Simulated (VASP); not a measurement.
Method: PBE GGA with D3 dispersion (zero damping), VASP's PBE PAW potentials (set 64) (plane waves; VASP 6.6.1).

VASP ran on this input.

KPOINTS:
```
kpoints
0
G
  8 8 8
```

### POSCAR
```
InP
1
    0.0000000000     2.8980834480     2.8980834480
    2.8980834480     0.0000000000     2.8980834480
    2.8980834480     2.8980834480     0.0000000000
In P
1 1
Direct
  0.0000000000   0.0000000000   0.0000000000
  0.2500000000   0.2500000000   0.2500000000
```

**INCAR**
```
ALGO = Normal
EDIFF = 1E-7
ENCUT = 520
GGA = PE
ISIF = 2
ISMEAR = 0
IVDW = 11
LASPH = T
LCHARG = F
LMAXMIX = 4
LREAL = F
LWAVE = F
NELM = 100
PREC = Accurate
SIGMA = 0.05
SYSTEM = InP
```

POTCAR, in this order: In_d P (PBE.64 set). Program: vasp_std.

What VASP printed:

### OSZICAR
```
       N       E                     dE             d eps       ncg     rms          rms(c)
DAV:   1     0.115809266968E+03    0.11581E+03   -0.86853E+03   754   0.154E+03
DAV:   2     0.440607166593E-02   -0.11580E+03   -0.11221E+03   784   0.341E+02
DAV:   3    -0.852268432961E+01   -0.85271E+01   -0.84585E+01  1002   0.933E+01
DAV:   4    -0.875917777332E+01   -0.23649E+00   -0.23634E+00   872   0.165E+01
DAV:   5    -0.877098532690E+01   -0.11808E-01   -0.11807E-01  1128   0.347E+00    0.601E+00
DAV:   6    -0.836442353207E+01    0.40656E+00   -0.75619E-01  1110   0.165E+01    0.367E+00
DAV:   7    -0.833239873732E+01    0.32025E-01   -0.22319E-01  1030   0.431E+00    0.130E+00
DAV:   8    -0.833238114173E+01    0.17596E-04   -0.19633E-02   963   0.210E+00    0.427E-01
DAV:   9    -0.833304942981E+01   -0.66829E-03   -0.23525E-03   956   0.783E-01    0.206E-01
DAV:  10    -0.833309283445E+01   -0.43405E-04   -0.23168E-04  1021   0.135E-01    0.144E-01
DAV:  11    -0.833314083535E+01   -0.48001E-04   -0.40318E-05   859   0.541E-02    0.383E-02
DAV:  12    -0.833315199994E+01   -0.11165E-04   -0.39059E-05   882   0.118E-01    0.246E-02
DAV:  13    -0.833315214461E+01   -0.14466E-06   -0.20072E-06   959   0.151E-02    0.210E-02
DAV:  14    -0.833315230858E+01   -0.16397E-06   -0.78686E-07   874   0.103E-02    0.609E-03
DAV:  15    -0.833315245303E+01   -0.14445E-06   -0.92699E-08   622   0.238E-03    0.327E-03
DAV:  16    -0.833315242743E+01    0.25600E-07   -0.14422E-08   432   0.206E-03
   1 F= -.87446937E+01 E0= -.87446937E+01  d E =-.208914E-15
```

### OUTCAR
```
------------------------ aborting loop because EDIFF is reached ----------------------------------------
 Edisp (eV)   -0.41154
  FORCE on cell =-STRESS in cart. coord.  units (eV):
  Direction    XX          YY          ZZ          XY          YZ          ZX
  --------------------------------------------------------------------------------------
  Total       1.35199     1.35199     1.35199     0.00000     0.00000     0.00000
  in kB      44.49604    44.49604    44.49604     0.00000     0.00000     0.00000
  external pressure =       44.50 kB  Pullay stress =        0.00 kB
  volume of cell :       48.68
      direct lattice vectors                 reciprocal lattice vectors
     0.000000000  2.898083448  2.898083448    -0.172527813  0.172527813  0.172527813
     2.898083448  0.000000000  2.898083448     0.172527813 -0.172527813  0.172527813
     2.898083448  2.898083448  0.000000000     0.172527813  0.172527813 -0.172527813
  FREE ENERGIE OF THE ION-ELECTRON SYSTEM (eV)
  ---------------------------------------------------
  free  energy   TOTEN  =        -8.7446936916 eV

  energy  without entropy=       -8.7446936916  energy(sigma->0) =       -8.74469369
```
(Selected blocks of OUTCAR.)

The compound is InP in the zinc blende structure. This cell is one point of a volume scan, at 0.94 of the reference volume.
